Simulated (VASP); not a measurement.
Calculation: HSE06 screened hybrid, VASP's PBE PAW potentials (set 64) (plane waves; VASP).

VASP input:

**INCAR**
```
SYSTEM = Mg32O31
PREC = Normal
ENCUT = 400
EDIFF = 1E-5
NELM = 50
ALGO = Normal
LREAL = Auto
LASPH = .TRUE.
ISMEAR = 0
SIGMA = 0.05
GGA = PE
LWAVE = .FALSE.
LCHARG = .FALSE.
NELMIN = 4
ISYM = 0
HFSCREEN = 0.2
AEXX = 0.25
LHFCALC = .TRUE.
PRECFOCK = Fast
ISIF = 0
```

### KPOINTS
```
kpoints
0
gamma
1 1 1
0 0 0
```

**POSCAR**
```
Mg32O31
1
    8.4869590160     0.0000000000     0.0000000000
    0.0000000000     8.4869590160     0.0000000000
    0.0000000000     0.0000000000     8.4869590160
Mg O
32 31
Direct
  0.4998949313   0.9994432442   0.9989839925
  0.7498868444   0.2499357165   0.0001242112
  0.7503772052   0.9996960161   0.2499617432
  0.9999865326   0.9998490724   0.0000083028
  0.2501211015   0.2497998158   0.0001603083
  0.5001310252   0.4995481729   0.9966631460
  0.7499053519   0.7496773957   0.0001820208
  0.2490389958   0.9996416214   0.2499833422
  0.4999267312   0.2464510762   0.2497751343
  0.7529636776   0.4999718188   0.2500671130
  0.4998403929   0.9996643691   0.5003552718
  0.7498607859   0.2499100255   0.4999077783
  0.7500446946   0.9998162695   0.7500426871
  0.0001298836   0.4998544671   0.9996733918
  0.2501088462   0.7495015403   0.0000929831
  0.9997248356   0.2492188899   0.2501502732
  0.2471248704   0.4995941052   0.2501136805
  0.4998063993   0.7525691983   0.2498620534
  0.9999057931   0.9998921431   0.5002045412
  0.2499985363   0.2498101666   0.4998664976
  0.5000973219   0.4996188770   0.5029648294
  0.7497896704   0.7498162106   0.4999172870
  0.2497892847   0.9997913562   0.7500032203
  0.5001201561   0.2489555610   0.7497490198
  0.7509374528   0.4999200482   0.7500299649
  0.9999071160   0.7505632541   0.2502314773
  0.0000682123   0.4999291379   0.5007862727
  0.2500634234   0.7496212639   0.4999713394
  0.0000368128   0.2498930517   0.7501453708
  0.2494763878   0.4996048974   0.7500469802
  0.4999990428   0.7503349045   0.7497369139
  0.0000887571   0.7499740745   0.7501370704
  0.7500368061   0.2495331293   0.2499638960
  0.9999156728   0.4998521820   0.2501568475
  0.9999641396   0.2500486538   0.4999940126
  0.2497579477   0.2494951684   0.2500001834
  0.7500212288   0.7499707965   0.2500267330
  0.9997580372   0.9998231208   0.2501076113
  0.5000464720   0.2493887247   0.4999843777
  0.7502949053   0.4998337023   0.5002567558
  0.9998679742   0.7497363833   0.4999277628
  0.7499959314   0.2499418588   0.7500447789
  0.0001685644   0.4998941334   0.7501695805
  0.9999076194   0.2500723639   0.0003282333
  0.2496718713   0.7498666621   0.2499956551
  0.4997146340   0.9995732756   0.2497587444
  0.2498690939   0.4996326268   0.5002216046
  0.4999112301   0.7498541856   0.5000143512
  0.7497270232   0.9997528750   0.4998374136
  0.2501964178   0.2499438623   0.7499675095
  0.5001304953   0.4996599248   0.7497308310
  0.7499189753   0.7496933723   0.7499609913
  0.9999578676   0.9999367246   0.7501220691
  0.5001194059   0.2494442209   0.9995858514
  0.7502427073   0.4998494242   0.9997368810
  0.0000418684   0.7496612086   0.0003971373
  0.2500330192   0.9998032568   0.4998348972
  0.2502629733   0.7495661264   0.7500563899
  0.4998957092   0.9996626157   0.7497971110
  0.2499789858   0.4997270139   0.9997597013
  0.4999345755   0.7497637572   0.9995501874
  0.7498157058   0.9997764094   0.0001295439
  0.2500860692   0.9996834790   0.0000871388
```

POTCAR, in this order: Mg O (PBE.64 set). Program: vasp_gam. Read from the step before: WAVECAR.

What VASP printed:

OSZICAR:
```
       N       E                     dE             d eps       ncg     rms          rms(c)
DAV:   1    -0.442453971325E+03   -0.44245E+03   -0.78484E+00   314   0.794E+00    0.165E+00
DAV:   2    -0.442523037824E+03   -0.69066E-01   -0.17604E-01   340   0.971E-01    0.106E+00
DAV:   3    -0.442505306633E+03    0.17731E-01   -0.15441E-02   348   0.291E-01    0.677E-01
DAV:   4    -0.442500946652E+03    0.43600E-02   -0.44138E-03   343   0.150E-01    0.438E-01
DAV:   5    -0.442499355829E+03    0.15908E-02   -0.51816E-04   348   0.823E-02    0.257E-01
DAV:   6    -0.442498795392E+03    0.56044E-03   -0.26081E-04   335   0.623E-02    0.145E-01
DAV:   7    -0.442498609310E+03    0.18608E-03   -0.74380E-05   348   0.351E-02    0.839E-02
DAV:   8    -0.442498544803E+03    0.64507E-04   -0.29007E-05   236   0.211E-02    0.501E-02
DAV:   9    -0.442498523290E+03    0.21513E-04   -0.13802E-05   175   0.135E-02    0.302E-02
DAV:  10    -0.442498515935E+03    0.73554E-05   -0.36283E-06   180   0.668E-03
   1 F= -.44249852E+03 E0= -.44249852E+03  d E =-.312411E-14
```

OUTCAR:
```
------------------------ aborting loop because EDIFF is reached ----------------------------------------
  volume of cell :      611.30
      direct lattice vectors                 reciprocal lattice vectors
     8.486959016  0.000000000  0.000000000     0.117827834  0.000000000  0.000000000
     0.000000000  8.486959016  0.000000000     0.000000000  0.117827834  0.000000000
     0.000000000  0.000000000  8.486959016     0.000000000  0.000000000  0.117827834
  FREE ENERGIE OF THE ION-ELECTRON SYSTEM (eV)
  ---------------------------------------------------
  free  energy   TOTEN  =      -442.4985159350 eV

  energy  without entropy=     -442.4985159350  energy(sigma->0) =     -442.49851594

  exchange ACFDT corr.  =         0.00000000  see jH, gK, PRB 81, 115126
```
(Selected blocks of OUTCAR.)

The supercell is sampled at Γ alone, which is coarse: total energies, pressure and levels can be off, energies of defects by several tenths of an eV.

The cell is a supercell with a defect, built from MgO (rock salt): vac_O. The cell's shape comes from a PBE relaxation. The run is not spin-polarised, so no state with unpaired spins was tried.
